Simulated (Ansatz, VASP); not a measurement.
# BeZn2P2: VASP beside Ansatz, part 2 of 3

Aim: how closely do two programs agree when they are given the same cell, functional and k mesh? The cell is generated by rule, not measured, and may not be a known phase. The cell is taken from a series of runs on this material, whose earlier steps may have relaxed, scaled, displaced or heated it; both programs get it as it stands.

VASP 6.6.1 and Ansatz 0.2.0.

So far: The starting structure; VASP: relaxation of cell and atoms, PBEsol, pair 1.

## (3) Ansatz: relaxation of cell and atoms, PBEsol, pair 1

Level of this step: Ansatz beside VASP: Kohn-Sham DFT, plane waves, PBEsol (Ansatz).

Ansatz runs on its default PAW (the set named soft_2) files.

The same cell, functional, mesh and smearing now go to Ansatz, which takes its cutoff from its data sets.

Contents of input.yaml:

```yaml
crystal:
  lattice:
    - [3.7318196942, -3.0517e-06, 0.0]
    - [-1.8659072042, 3.2318521834, 0.0]
    - [0.0, 0.0, 6.0890352389]
  atoms:
    - { symbol: Be, position: [0.0, 0.0, 0.0] }
    - { symbol: Zn, position: [0.3333333333, 0.6666666667, 0.6240272441] }
    - { symbol: Zn, position: [0.6666666667, 0.3333333333, 0.3759727559] }
    - { symbol: P, position: [0.3333333333, 0.6666666667, 0.2069176309] }
    - { symbol: P, position: [0.6666666667, 0.3333333333, 0.7930823691] }
kpoints:
  mp_grid: { grid: [12, 12, 6] }
hamiltonian:
  xc: pbesol
scf:
  occupations: { method: methfessel_paxton, width: 0.2 }
output:
  forces: true
  stress: true
  eigenvalues: true
relax:
  adjacent_minimum: "off"
  f_tol: 0.001
  max_steps: 60
  cell: { stress_tol: 0.01 }
```

On the command line:

```console
$ ansatz run input.yaml --threads 8 --pin off --max-ram 14336MiB --backend cpu --events-out ev --progress --plain --runs-dir out
```

Numbers of over 12 decimals in the logs are rounded to 6 here.

The log of the run:

```text
Engine: ansatz 0.2.0, x86_64-unknown-linux-gnu
Pseudopotentials: kind: paw
Pseudopotential: Be, paw, valence charge 2, recommended cutoff 420 eV (normal), Be.paw.azcp
Pseudopotential: Zn, paw, valence charge 12, recommended cutoff 420 eV (normal), Zn.paw.azcp
Pseudopotential: P, paw, valence charge 5, recommended cutoff 420 eV (normal), P.paw.azcp
Functional definition: PBEsol
  exchange = pbesol_x
  correlation = pbesol_c
Crystal: 5 atoms, lattice volume = 73.438 Å³
Basis set: ecut = 420 eV, 1437 PW (Γ), exchange–correlation on 50×50×90 points (8 copies of the dense FFT grid, shifted against one another)
Bands: 23, of which v1, the nominal top of the filled ones, is band 18 counted from 1 (17 counted from 0)
Symmetry: 12 space group operations
Space group: P-3m1 (ITA 164), of the structure as read, at distance tolerance 4.2e-5 Å
k-points: 100 of 864
Non-local potential: Be, projectors of the file, l = 0: 2, l = 1: 2, l = 2: 1
Non-local potential: Zn, projectors of the file, l = 0: 2, l = 1: 2, l = 2: 3, l = 3: 1
Non-local potential: P, projectors of the file, l = 0: 2, l = 1: 2, l = 2: 2
PAW form: soft (Blöchl's): semilocal exchange-correlation on the pseudo side does not see the compensation charge
PAW frozen core: Be, regenerated for the run's functional, and the local potential with it (the file was generated under x = pbe(κ = 0.804, μ = 0.219515), c = pbe(β = 0.066725))
PAW frozen core: Zn, regenerated for the run's functional, and the local potential with it (the file was generated under x = pbe(κ = 0.804, μ = 0.219515), c = pbe(β = 0.066725))
PAW frozen core: P, regenerated for the run's functional, and the local potential with it (the file was generated under x = pbe(κ = 0.804, μ = 0.219515), c = pbe(β = 0.066725))
PAW one-centre angular grid: Be, 110 points (default); XC on 64 Gauss nodes
PAW one-centre angular grid: Zn, 590 points (default); XC on 64 Gauss nodes
PAW one-centre angular grid: P, 110 points (default); XC on 64 Gauss nodes
Initial density: superposition of atomic densities (neutral atoms: chi_scale 0, normalization atom), corrected by the library's trained network
Initial wavefunctions: pseudopotential atomic-orbital guess
Functional: x = pbesol(κ = 0.804, μ = 0.123457), c = pbesol(β = 0.046)
SCF iter   1: F=—  HF=-8132.092602 eV  |F-HF|=—  |Δ(HF+E_count)|=         —  Δρ=4.07e-3  dr2=1.05e-2  ethr=1.77e-3  ⟨swp⟩=6.2  Hψ=12370  notcnv=0
preconditioner: auto → Kerker (q_TF=auto, 2.423 Å⁻¹)  [metal: Δε(μ)=0.069 eV  Ē_g=9.682 eV  σ=0.200 eV  W_gap=0.28  n_scr=22 (ndim 8)  ℏωp=26.0 eV  f_vac=0.000  D(μ)=0.67/eV (n_scr^D=2)]
SCF iter   2: F=—  HF=-8132.090432 eV  |F-HF|=—  |Δ(HF+E_count)|=   2.17e-3  S|Δr|=    0.00e0  Δρ=1.75e-3  dr2=3.30e-3  ethr=2.92e-5  ⟨swp⟩=2.0  Hψ=4436  notcnv=0  defer=1
SCF iter   3: F=—  HF=-8132.089788 eV  |F-HF|=—  |Δ(HF+E_count)|=   6.44e-4  S|Δr|=    0.00e0  Δρ=1.25e-3  dr2=1.29e-3  ethr=9.16e-6  ⟨swp⟩=2.4  Hψ=3936  notcnv=0  defer=1
SCF iter   4: F=—  HF=-8132.089484 eV  |F-HF|=—  |Δ(HF+E_count)|=   3.04e-4  S|Δr|=    0.00e0  Δρ=3.33e-4  dr2=8.00e-5  ethr=3.58e-6  ⟨swp⟩=2.2  Hψ=3859  notcnv=0  defer=1
SCF iter   5: F=—  HF=-8132.089418 eV  |F-HF|=—  |Δ(HF+E_count)|=   6.59e-5  S|Δr|=    0.00e0  Δρ=1.18e-4  dr2=1.56e-5  ethr=2.22e-7  ⟨swp⟩=2.9  Hψ=4163  notcnv=0  defer=1
SCF iter   6: F=—  HF=-8132.089419 eV  |F-HF|=—  |Δ(HF+E_count)|=   1.23e-6  S|Δr|=    0.00e0  Δρ=2.82e-5  dr2=9.22e-7  ethr=4.34e-8  ⟨swp⟩=2.4  Hψ=4092  notcnv=0  defer=1
SCF iter   7: F=—  HF=-8132.089419 eV  |F-HF|=—  |Δ(HF+E_count)|=   2.71e-7  S|Δr|=    0.00e0  Δρ=1.30e-5  dr2=1.97e-7  ethr=2.56e-9  ⟨swp⟩=2.3  Hψ=3983  notcnv=0  defer=1
SCF iter   8: F=-8132.089419 eV  HF=-8132.089419 eV  |F-HF|=8.59e-10  |Δ(HF+E_count)|=  8.14e-10  S|Δr|=    0.00e0  Δρ=3.86e-6  dr2=9.23e-9  ethr=2.78e-10  ⟨swp⟩=7.5  Hψ=10788  notcnv=0
SCF 1 converged in 8 iterations: F = -8132.089419 eV  dr2 = 9.23e-9
  greatest PAW one-centre occupation: 0.982 electrons in one spin orbital (limit 2), on the Zn atom at site 2 (counted from 0), in its partial waves of l = 2
relax step   1: F+E_penalty+E_count = -8132.08941938 eV  Δ(F+E_penalty+E_count) = +0.000e0 eV  max|allowed force component| = 1.983e-3 eV/Å  Δτ_max = 0.0000 Å  P = -0.016 GPa  Ω = 73.438 Å³  (8 SCF iters, dr2 threshold 1.00e-7 eV, accepted)
[...]
relax step   2: F+E_penalty+E_count = -8132.08942300 eV  Δ(F+E_penalty+E_count) = -3.622e-6 eV  max|allowed force component| = 6.242e-4 eV/Å  Δτ_max = 0.0001 Å  P = -0.007 GPa  Ω = 73.432 Å³  energy of the carried Pulay correction = +2.865e-6 eV  (5 SCF iters, dr2 threshold 8.15e-10 eV, accepted)
[...]
relax step   3: F+E_penalty+E_count = -8132.08942717 eV  Δ(F+E_penalty+E_count) = -4.170e-6 eV  max|allowed force component| = 3.244e-4 eV/Å  Δτ_max = 0.0000 Å  P = +0.004 GPa  Ω = 73.424 Å³  energy of the carried Pulay correction = +6.897e-6 eV  (5 SCF iters, dr2 threshold 3.53e-10 eV, accepted)
[...]
relax step   4: F+E_penalty+E_count = -8132.08941590 eV  Δ(F+E_penalty+E_count) = +1.127e-5 eV  max|allowed force component| = 3.329e-4 eV/Å  Δτ_max = 0.0000 Å  P = +0.004 GPa  Ω = 73.424 Å³  stress off target by 4.39e-3 GPa  SCF on the basis re-selected at this cell (its energy is not comparable with the rows above)  (6 SCF iters)
basis re-selected at this cell: Δ(F+E_penalty+E_count) = +1.127e-5 eV, ΔP = +0.000 GPa vs the last step (what re-selecting the basis moved, of the pressure what is left beyond the Pulay correction that the steps carried, after the strain that the cell walked since its last selection, with what the two solves' SCF thresholds leave and, on support functions, any second-order correction that the steps lacked; it is no m [...]
SCF converged after 6 iterations
Stability not checked: this state was not tested for a lower state beside it, because cold or Methfessel-Paxton smearing, or corrected tetrahedra, fill the levels in a way that the test cannot read (fill_not_monotonic; see scf.lower_state_search)
Free energy (F): -8132.089416 eV
Harris-Foulkes:  -8132.089416 eV  (|F-HF|=3.64e-12)
Internal energy: -8132.089877 eV  (E = F + TS)
E sigma→0 (E₀):  -8132.089531 eV
Entropy (-TS):   0.000461 eV (0.092 meV/atom)
Fermi energy:    9.385720 eV
--- Per-component energies (eV) ---
  E_band       = 96.751931
  E_kinetic    = 422.710764
  E_local      = -4113.881065  (includes V_loc(G=0)·N_el)
  E_nonlocal   = 1297.844709
  E_hartree    = 1769.744669
  E_xc         = -414.791819
  E_vxc        = -249.628205  (∫ρ·V_xc dr)
  E_paw        = -4741.839699  (= ΣΔE_a)
  E_vpaw       = -799.782867  (= ΣTr[D̂ρ^β])
  E_aug_tail   = -0.000731  (compensation charges beyond the density's cutoff)
  E_ewald      = -2353.573137
  E_core_change = 1.696433  (= ΣΔE_core)
  E_smearing   = 0.000461  (= −TS)
  E_closure    = 0.000000  (closes the sum)
  Σ components = -8132.089416   (vs F -8132.089416, Δ=0.00e0)
--- Forces (eV/Å), atoms counted from 1 ---
  atom   1  Be    -0.00000000     0.00000000     0.00000000
  atom   2  Zn     0.00000000    -0.00000000    -0.00033285
  atom   3  Zn    -0.00000000     0.00000000     0.00033285
  atom   4  P     -0.00000000     0.00000000     0.00021770
  atom   5  P      0.00000000    -0.00000000    -0.00021770
  max |Σ_I F_I| component: 4.63e-18 eV/Å
--- Stress (GPa, compression-positive) ---
        0.004389      -0.000000       0.000000
       -0.000000       0.004389      -0.000000
        0.000000       0.000000       0.002593
  P = ⅓ Tr σ = 0.0038 GPa (0.038 kbar)
--- Band table (eV; the first three rows and the last of 100) ---
  k-point 0: bands = [... 14 lower, 8.4613, 9.1099, 9.1099, 9.5089, 11.1731, 11.2268, 12.5741, 12.5741, ... 1 higher]
  k-point 1: bands = [... 14 lower, 8.5202, 8.5840, 9.1070, 9.1070, 11.1424, 11.9942, 12.2210, 12.2210, ... 1 higher]
  k-point 2: bands = [... 14 lower, 8.6611, 8.6611, 9.0875, 9.0875, 11.2873, 11.7065, 11.7065, 12.3300, ... 1 higher]
  k-point 99: bands = [... 14 lower, 4.3955, 4.4395, 8.0183, 8.0183, 10.8648, 10.8648, 11.9889, 12.6683, ... 1 higher]
--- Relaxed structure (3 steps of the walk, 3 accepted, 1 SCFs on fresh bases) ---
  F+E_penalty+E_count = -8132.08941590 eV   max|allowed force component| = 3.329e-4 eV/Å   (the final SCF, on the basis selected at the relaxed cell)
  cell:  # Å, volume = 73.4239 Å³
    - [3.731617, -3.051563360531061e-6, 0]
    - [-1.865806, 3.231677, 0]
    - [0, 0, 6.088534]
  atoms:
    - { symbol: Be, position: [0, 0, 0] }
    - { symbol: Zn, position: [0.333333, 0.666667, 0.624010] }
    - { symbol: Zn, position: [0.666667, 0.333333, 0.375990] }
    - { symbol: P, position: [0.333333, 0.666667, 0.206934] }
    - { symbol: P, position: [0.666667, 0.333333, 0.793066] }
```

In the SCF lines HF is the Harris–Foulkes energy and dr2 the Hartree energy of the density residual, in eV; the loop may stop once dr2 is under the threshold and the program's other checks hold. Hψ counts applications of the Hamiltonian.

## (4) Differences

Known differences besides the potentials themselves: the cutoff is 420 eV in Ansatz and 600 eV in VASP; Ansatz makes its cores anew for this functional, VASP keeps those of its PBE data sets; Ansatz adds a Pulay correction to the stress that steers its cell, VASP none. Total energies have different zeros and are not compared.

Compared:

```csv
quantity,Ansatz,VASP,difference
volume (Å³),73.42,73.60,-0.24 %
"edge a after relaxation, in the typed setting (Å)",3.732,3.735,-0.09 %
"edge c after relaxation, in the typed setting (Å)",6.088,6.093,-0.07 %
```

## (5) VASP: relaxation of cell and atoms, PBEsol, pair 2

The relaxed volume is the usual yardstick between codes: in a stiff, nearly cubic crystal its relative difference is about their pressure difference at one cell divided by the bulk modulus. Its start cell is another than that of the pair before, and may be another structure of the material.

Contents of INCAR:

```
SYSTEM = BeZn2P2
PREC = Accurate
ENCUT = 600
EDIFF = 1E-07
NELM = 120
ISMEAR = 1
SIGMA = 0.2
LREAL = .FALSE.
ALGO = Normal
GGA = PS
NBANDS = 24
LORBIT = 11
LWAVE = .FALSE.
LCHARG = .FALSE.
ISIF = 3
IBRION = 2
NSW = 80
EDIFFG = -0.005
LASPH = .TRUE.
GGA_COMPAT = .FALSE.
NELMIN = 4
KPAR = 4
```

Contents of POSCAR:

```
BeZn2P2
1.0
    3.5605480000     -1.8535610000      0.0000000000
    3.5605480000      1.8535610000      0.0000000000
   -0.7841360000      0.0000000000      6.4466690000
Be Zn P
1 2 2
Direct
    0.8217561373      0.8217561373      0.0415901607
    0.3781841106      0.3781841106      0.6467709138
    0.6868367371      0.6868367371      0.3650876135
    0.3711261257      0.3711261257      0.2154432002
    0.7063164079      0.7063164079      0.7311078016
```

Contents of KPOINTS:

```
Automatic mesh
0
Gamma
12 12 6
0 0 0
```

PAW data sets: Be, Zn and P (PBE family, release 64).

On the command line:

```console
$ mpirun -np 4 vasp_std
```

The log of the run:

```text
[banner, memory and clock lines left out]
running    4 mpi-ranks, on    1 nodes
[...]
[... a notice as in an earlier step ...]

 LDA part: xc-table for (Slater+PW92), standard interpolation
 POSCAR, INCAR and KPOINTS ok, starting setup
[...]
entering main loop
       N       E                     dE             d eps       ncg     rms          rms(c)
DAV:   1     0.210386222433E+03    0.21039E+03   -0.18345E+04 11616   0.192E+03
DAV:   2    -0.366692610092E+01   -0.21405E+03   -0.20775E+03 11992   0.366E+02
DAV:   3    -0.202465864961E+02   -0.16580E+02   -0.16384E+02 14808   0.104E+02
DAV:   4    -0.205634062038E+02   -0.31682E+00   -0.31660E+00 13616   0.140E+01
[...]
DAV:  14    -0.191577045443E+02    0.11304E-05   -0.12458E-05 15288   0.130E-01    0.357E-03
DAV:  15    -0.191577046332E+02   -0.88938E-07   -0.24507E-06 14280   0.293E-02    0.206E-03
DAV:  16    -0.191577046247E+02    0.85029E-08   -0.51653E-07 13224   0.958E-03
   1 F= -.19157705E+02 E0= -.19157746E+02  d E =-.191577E+02
[...]
DAV:   4    -0.191578374605E+02    0.12125E-03   -0.14632E-04 14688   0.106E-01    0.175E-02
DAV:   5    -0.191578315211E+02    0.59394E-05   -0.14743E-05 16224   0.485E-02    0.110E-02
DAV:   6    -0.191578302039E+02    0.13172E-05   -0.66572E-06 14496   0.200E-02    0.335E-03
DAV:   7    -0.191578301952E+02    0.86525E-08   -0.41136E-07 13680   0.107E-02
   2 F= -.19157830E+02 E0= -.19157870E+02  d E =-.125571E-03
 trial-energy change:   -0.000126  1 .order   -0.000119   -0.000316    0.000078
 step:   0.8172(harm=  0.8020)  dis= 0.00049  next Energy=   -19.157837 (dE=-0.133E-03)
[...]
N       E                     dE             d eps       ncg     rms          rms(c)
DAV:   1    -0.191579461124E+02   -0.11591E-03   -0.14147E-03 13960   0.682E-01    0.749E-02
DAV:   2    -0.191578518485E+02    0.94264E-04   -0.43651E-04 14000   0.496E-01    0.278E-02
DAV:   3    -0.191578425206E+02    0.93279E-05   -0.15007E-05 13608   0.484E-02    0.148E-02
DAV:   4    -0.191578391156E+02    0.34050E-05   -0.50386E-06 14600   0.188E-02    0.324E-03
DAV:   5    -0.191578390180E+02    0.97601E-07   -0.47062E-07 13128   0.852E-03
   3 F= -.19157839E+02 E0= -.19157879E+02  d E =-.134393E-03
[...]
reached required accuracy - stopping structural energy minimisation
```

From OUTCAR (step 5):

```text
  Total        0.0090303      0.0090376      0.0041905      0.0000000      0.0000000      0.0014705
  in kB        0.1696202      0.1697576      0.0787131      0.0000000      0.0000000      0.0276216
  external PRESSURE =       0.1393637 kB  Pullay stress =       0.0000000 kB

 POSITION                                       TOTAL-FORCE (eV/Angst)
 -----------------------------------------------------------------------------------
      5.82370      0.00000      0.26898        -0.000304      0.000000     -0.000532
      2.18802      0.00000      4.17295        -0.004780      0.000000      0.000315
      4.60861      0.00000      2.35594        -0.002373      0.000000      0.002285
      2.47584      0.00000      1.39008         0.003593      0.000000     -0.000417
      4.46019      0.00000      4.71802         0.003864      0.000000     -0.001651
 -----------------------------------------------------------------------------------
    total drift:                               -0.000023     -0.000000     -0.000473

  FREE ENERGIE OF THE ION-ELECTRON SYSTEM (eV)
  ---------------------------------------------------
  free  energy   TOTEN  =       -19.1578390180 eV

  energy  without entropy=      -19.1579583755  energy(sigma->0) =      -19.15787880

[... 1 part as in an earlier step ...]

[... 3 further parts left out ...]
[key lines of the parts left out:]
E-fermi :   4.1863
```

The run keeps the 2 symmetry operations of its start, so it cannot find a distortion of lower symmetry.

## (6) Ansatz: relaxation of cell and atoms, PBEsol, pair 2

The same cell, functional, mesh and smearing now go to Ansatz, which takes its cutoff from its data sets.

The cell is taken from a series of runs on this material, whose earlier steps may have relaxed, scaled, displaced or heated it; both programs get it as it stands.

input.yaml, the sections that differ from step 3:

```yaml
crystal:
  lattice:
    - [3.5605483998, -1.8535614958, 0.0]
    - [3.5605483998, 1.8535614958, 0.0]
    - [-0.784136086, 0.0, 6.4466685264]
  atoms:
    - { symbol: Be, position: [0.8217559939, 0.8217559939, 0.0415902259] }
    - { symbol: Zn, position: [0.3781840545, 0.3781840545, 0.6467710201] }
    - { symbol: Zn, position: [0.6868366012, 0.6868366012, 0.3650876028] }
    - { symbol: P, position: [0.3711261012, 0.3711261012, 0.2154432578] }
    - { symbol: P, position: [0.7063163727, 0.7063163727, 0.7311078934] }
# kpoints, hamiltonian, scf, output, relax: as in step 3
```

On the command line:

```console
$ ansatz run input.yaml --threads 8 --pin off --max-ram 14336MiB --backend cpu --events-out ev --progress --plain --runs-dir out
```

The log of the run:

```text
[...]
Crystal: 5 atoms, lattice volume = 85.092 Å³
Basis set: ecut = 420 eV, 1651 PW (Γ), exchange–correlation on 54×54×90 points (8 copies of the dense FFT grid, shifted against one another)
Bands: 23, of which v1, the nominal top of the filled ones, is band 18 counted from 1 (17 counted from 0)
Symmetry: 2 space group operations
[...]
k-points: 242 of 864 (time reversal used)
[...]
cell:  # Å, volume = 85.0921 Å³
    - [3.5605483998, -1.8535614958, 0.0]
    - [3.5605483998, 1.8535614958, 0.0]
    - [-0.784136086, 0.0, 6.4466685264]
  atoms:
    - { symbol: Be, position: [0.821756, 0.821756, 0.0415902259] }
    - { symbol: Zn, position: [0.378184, 0.378184, 0.646771] }
    - { symbol: Zn, position: [0.686837, 0.686837, 0.3650876028] }
    - { symbol: P, position: [0.3711261012, 0.3711261012, 0.215443] }
    - { symbol: P, position: [0.7063163727, 0.7063163727, 0.731108] }
[key lines of the parts left out:]
SCF converged after 9 iterations
Free energy (F): -8132.731218 eV
Fermi energy:    7.605523 eV
P = ⅓ Tr σ = -0.0017 GPa (-0.017 kbar)
```

## (7) Comparison

Compared:

```
                                         quantity  Ansatz   VASP  difference
                                      volume (Å³)   85.09  85.30     -0.24 %
edge a after relaxation, in the typed setting (Å)   4.014  4.017     -0.08 %
edge c after relaxation, in the typed setting (Å)   6.494  6.499     -0.08 %
```

[end of part 2 of 3]

[Lines on the potential files, build, host, timing and source positions are cut from VASP's logs without a mark.]

[Logs are printed without paths, hosts, clocks, repeated set-up lines and the standing remarks that a program may print on its own settings, such as how far it seeks lower states.]

[Hosts, paths, dates, database ids (printed as entryN), source tags and the programs' standing remarks are cut or masked in the printed files.]
